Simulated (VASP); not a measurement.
Calculation: vdW-DF2, VASP's PBE PAW potentials (set 64) (plane waves; VASP 6.6.1).

A VASP calculation is set up with these files.

INCAR:
```
SYSTEM = TiC
PREC = Accurate
ENCUT = 520
EDIFF = 1E-6
NELM = 100
ALGO = Normal
LREAL = .FALSE.
LASPH = .TRUE.
ISMEAR = 1
SIGMA = 0.1
GGA = ML
ZAB_VDW = -1.8867
LUSE_VDW = .TRUE.
AGGAC = 0.0
LMAXMIX = 4
LWAVE = .FALSE.
LCHARG = .FALSE.
IBRION = 2
ISIF = 3
NSW = 60
EDIFFG = -0.01
```

**POSCAR**
```
TiC
1.0
  0.0000000000   2.1650000000   2.1650000000
  2.1650000000   0.0000000000   2.1650000000
  2.1650000000   2.1650000000   0.0000000000
Ti C
1 1
Direct
  0.0000000000   0.0000000000   0.0000000000
  0.5000000000   0.5000000000   0.5000000000
```

File KPOINTS:
```
Automatic
0
Gamma
  13 13 13
```

POTCAR, in this order: Ti_sv C (PBE.64 set). Program: vasp_std.

Output

### OUTCAR
```
 ion  position               nearest neighbor table
   1  0.000  0.000  0.000-   2 2.17   2 2.17   2 2.17   2 2.17   2 2.17   2 2.17
   2  0.500  0.500  0.500-   1 2.17   1 2.17   1 2.17   1 2.17   1 2.17   1 2.17
  LATTYP: Found a face centered cubic cell.
 ALAT       =     4.3300000000
 Subroutine PRICEL returns:
 Original cell was already a primitive cell.
 Subroutine GETGRP returns: Found 48 space group operations
The static configuration has the point symmetry O_h .
The dynamic configuration has the point symmetry O_h .
 Subroutine INISYM returns: Found 48 space group operations
 Subroutine IBZKPT returns following result:
 Found     84 irreducible k-points:

 Following reciprocal coordinates:
            Coordinates               Weight
  0.000000  0.000000  0.000000      1.000000
  0.076923  0.000000  0.000000      8.000000
  0.153846  0.000000  0.000000      8.000000
  0.230769  0.000000  0.000000      8.000000
  0.307692  0.000000  0.000000      8.000000
  0.384615  0.000000  0.000000      8.000000
  0.461538  0.000000  0.000000      8.000000
  0.076923  0.076923  0.000000      6.000000
  0.153846  0.076923  0.000000     24.000000
...
```

OSZICAR:
```
       N       E                     dE             d eps       ncg     rms          rms(c)
DAV:   1     0.122230397999E+03    0.12223E+03   -0.85422E+03  2016   0.160E+03
DAV:   2    -0.941499713879E+01   -0.13165E+03   -0.12506E+03  2132   0.378E+02
DAV:   3    -0.195253535515E+02   -0.10110E+02   -0.97071E+01  2600   0.994E+01
DAV:   4    -0.199960580161E+02   -0.47070E+00   -0.47025E+00  2708   0.207E+01
DAV:   5    -0.200094433498E+02   -0.13385E-01   -0.13385E-01  2680   0.312E+00    0.191E+01
DAV:   6    -0.145836063469E+02    0.54258E+01   -0.41803E+01  2392   0.743E+01    0.895E+00
DAV:   7    -0.135166034649E+02    0.10670E+01   -0.78667E+00  2592   0.355E+01    0.518E+00
DAV:   8    -0.134764159717E+02    0.40187E-01   -0.16989E-01  2188   0.530E+00    0.344E+00
DAV:   9    -0.134817289626E+02   -0.53130E-02   -0.23092E-01  2500   0.598E+00    0.868E-01
DAV:  10    -0.134780086322E+02    0.37203E-02   -0.20386E-02  3028   0.198E+00    0.540E-01
DAV:  11    -0.134766758980E+02    0.13327E-02   -0.42012E-03  2168   0.104E+00    0.145E-01
DAV:  12    -0.134766534424E+02    0.22456E-04   -0.53550E-04  2756   0.239E-01    0.260E-02
DAV:  13    -0.134766437630E+02    0.96794E-05   -0.43039E-05  2220   0.727E-02    0.665E-03
DAV:  14    -0.134766425317E+02    0.12313E-05   -0.26818E-06  2180   0.168E-02    0.292E-03
DAV:  15    -0.134766444690E+02   -0.19373E-05   -0.38536E-07  1076   0.848E-03    0.185E-03
DAV:  16    -0.134766448227E+02   -0.35372E-06   -0.11808E-07  1064   0.605E-03
   1 F= -.13476645E+02 E0= -.13476598E+02  d E =-.134766E+02
       N       E                     dE             d eps       ncg     rms          rms(c)
DAV:   1    -0.163993699608E+02   -0.29227E+01   -0.57332E+01  2080   0.125E+02    0.173E+01
DAV:   2    -0.153049584386E+02    0.10944E+01   -0.30768E+01  2592   0.726E+01    0.868E+00
DAV:   3    -0.133627430574E+02    0.19422E+01   -0.53721E+00  2428   0.251E+01    0.141E+00
DAV:   4    -0.133956203225E+02   -0.32877E-01   -0.43391E-01  2088   0.564E+00    0.550E-01
DAV:   5    -0.134313245291E+02   -0.35704E-01   -0.71944E-02  3116   0.203E+00    0.838E-01
DAV:   6    -0.134463749024E+02   -0.15050E-01   -0.88906E-03  2660   0.918E-01    0.535E-01
DAV:   7    -0.134596239159E+02   -0.13249E-01   -0.22465E-02  3128   0.771E-01    0.344E-01
DAV:   8    -0.134601376053E+02   -0.51369E-03   -0.42384E-03  2692   0.742E-01    0.321E-02
DAV:   9    -0.134601162713E+02    0.21334E-04   -0.13573E-04  2828   0.111E-01    0.228E-02
DAV:  10    -0.134601218109E+02   -0.55396E-05   -0.11097E-05  2316   0.391E-02    0.789E-03
DAV:  11    -0.134601240460E+02   -0.22351E-05   -0.65208E-06  2620   0.251E-02    0.474E-03
DAV:  12    -0.134601216856E+02    0.23604E-05   -0.11500E-06  1276   0.154E-02    0.177E-03
DAV:  13    -0.134601221256E+02   -0.43994E-06   -0.10786E-07  1028   0.388E-03
   2 F= -.13460122E+02 E0= -.13460055E+02  d E =0.165227E-01
       N       E                     dE             d eps       ncg     rms          rms(c)
DAV:   1    -0.142620582602E+02   -0.80194E+00   -0.16163E+01  2016   0.620E+01    0.786E+00
DAV:   2    -0.136737726541E+02    0.58829E+00   -0.33735E+00  2356   0.284E+01    0.282E+00
DAV:   3    -0.135199551732E+02    0.15382E+00   -0.65939E-01  2396   0.871E+00    0.127E+00
DAV:   4    -0.135052225882E+02    0.14733E-01   -0.22865E-01  2136   0.569E+00    0.603E-01
DAV:   5    -0.135139641063E+02   -0.87415E-02   -0.14019E-02  2424   0.160E+00    0.177E-01
DAV:   6    -0.135181643466E+02   -0.42002E-02   -0.84173E-03  2984   0.479E-01    0.177E-01
DAV:   7    -0.135189278020E+02   -0.76346E-03   -0.35419E-04  2180   0.190E-01    0.722E-02
DAV:   8    -0.135194161243E+02   -0.48832E-03   -0.10658E-03  2704   0.212E-01    0.142E-02
DAV:   9    -0.135194385519E+02   -0.22428E-04   -0.14100E-04  2292   0.941E-02    0.134E-02
DAV:  10    -0.135194434989E+02   -0.49470E-05   -0.36521E-05  2612   0.516E-02    0.756E-03
DAV:  11    -0.135194463756E+02   -0.28768E-05   -0.66719E-06  2160   0.226E-02    0.125E-03
DAV:  12    -0.135194459020E+02    0.47364E-06   -0.25688E-07  1080   0.425E-03
   3 F= -.13519446E+02 E0= -.13519392E+02  d E =-.428011E-01
       N       E                     dE             d eps       ncg     rms          rms(c)
DAV:   1    -0.135196634605E+02   -0.21708E-03   -0.44937E-03  2040   0.107E+00    0.139E-01
DAV:   2    -0.135195152290E+02    0.14823E-03   -0.12290E-03  2420   0.520E-01    0.550E-02
DAV:   3    -0.135194475161E+02    0.67713E-04   -0.24038E-04  2376   0.171E-01    0.193E-02
DAV:   4    -0.135194483618E+02   -0.84567E-06   -0.55895E-05  2092   0.845E-02    0.901E-03
DAV:   5    -0.135194515207E+02   -0.31589E-05   -0.46702E-06  2612   0.215E-02    0.366E-03
DAV:   6    -0.135194525601E+02   -0.10394E-05   -0.11770E-06  1428   0.617E-03    0.271E-03
DAV:   7    -0.135194519550E+02    0.60507E-06   -0.57850E-07  1008   0.610E-03
   4 F= -.13519452E+02 E0= -.13519398E+02  d E =-.428071E-01
```

OUTCAR:
```
------------------------ aborting loop because EDIFF is reached ----------------------------------------
  FORCE on cell =-STRESS in cart. coord.  units (eV):
  Direction    XX          YY          ZZ          XY          YZ          ZX
  --------------------------------------------------------------------------------------
  Total        0.0078006      0.0078006      0.0078006      0.0000000      0.0000000      0.0000000
  in kB        0.5843790      0.5843790      0.5843790      0.0000000      0.0000000      0.0000000
  external PRESSURE =       0.5843790 kB  Pullay stress =       0.0000000 kB
  volume of cell :       21.39
      direct lattice vectors                 reciprocal lattice vectors
     0.000000000  2.203119132  2.203119132    -0.226950959  0.226950959  0.226950959
     2.203119132  0.000000000  2.203119132     0.226950959 -0.226950959  0.226950959
     2.203119132  2.203119132  0.000000000     0.226950959  0.226950959 -0.226950959
 POSITION                                       TOTAL-FORCE (eV/Angst)
 -----------------------------------------------------------------------------------
      0.00000      0.00000      0.00000        -0.000000      0.000000      0.000000
      2.20312      2.20312      2.20312         0.000000     -0.000000     -0.000000
 -----------------------------------------------------------------------------------
    total drift:                                0.000000     -0.000000     -0.000000
  FREE ENERGIE OF THE ION-ELECTRON SYSTEM (eV)
  ---------------------------------------------------
  free  energy   TOTEN  =       -13.5194519550 eV

  energy  without entropy=      -13.5192898609  energy(sigma->0) =      -13.51939792

 reached required accuracy - stopping structural energy minimisation
```
(Selected blocks of OUTCAR.)

File CONTCAR:
```
TiC
   1.00000000000000
     0.0000000000000000    2.2031191322910226    2.2031191322910226
     2.2031191322910226    0.0000000000000000    2.2031191322910226
     2.2031191322910226    2.2031191322910226    0.0000000000000000
  Ti              C
     1     1
Direct
     0.0000000000000000    0.0000000000000000    0.0000000000000000
     0.5000000000000000    0.5000000000000000    0.5000000000000000
```

File OUTCAR:
```
 val. band max:        8.7987031640   @ k =   0.4615   0.4615   0.0000

 cond. band min:       8.9455495407   @ k =   0.3846   0.3077   0.0000


 Fermi energy:         8.9411603994

 k-point     1 :       0.0000    0.0000    0.0000
  band No.  band energies     occupation
      1     -48.0810      2.00000
      2     -24.1159      2.00000
      3     -24.1159      2.00000
      4     -24.1159      2.00000
      5      -3.0895      2.00000
      6       9.5483     -0.00000
      7       9.5483     -0.00000
      8       9.5483     -0.00000
      9      10.3833     -0.00000
     10      10.3962     -0.00000
     11      10.3962     -0.00000
     12      10.3962     -0.00000

 k-point     2 :       0.0769    0.0000    0.0000
  band No.  band energies     occupation
      1     -48.0778      2.00000
      2     -24.1389      2.00000
      3     -24.1182      2.00000
      4     -24.1182      2.00000
      5      -2.9681      2.00000
      6       8.9639      0.62557
      7       9.1584     -0.00881
      8       9.1584     -0.00881
      9       9.7957     -0.00000
     10       9.7957     -0.00000
     11      10.6989     -0.00000
     12      11.5454      0.00000

 k-point     3 :       0.1538    0.0000    0.0000
  band No.  band energies     occupation
      1     -48.0690      2.00000
      2     -24.2023      2.00000
      3     -24.1244      2.00000
      4     -24.1243      2.00000
      5      -2.6151      2.00000
      6       7.8842      2.00000
      7       8.2342      2.00000
      8       8.2342      2.00000
      9      10.0023     -0.00000
     10      10.0023     -0.00000
     11      11.0612      0.00000
     12      12.7530      0.00000

 k-point     4 :       0.2308    0.0000    0.0000
  band No.  band energies     occupation
      1     -48.0567      2.00000
      2     -24.2905      2.00000
      3     -24.1331      2.00000
      4     -24.1331      2.00000
      5      -2.0639      2.00000
      6       6.6596      2.00000
...
```

Energy and stress use the plane-wave basis of the starting cell.

The compound is TiC in the rock salt structure. This run relaxes it. Symmetry was kept, so distortions that lower it aren't found.
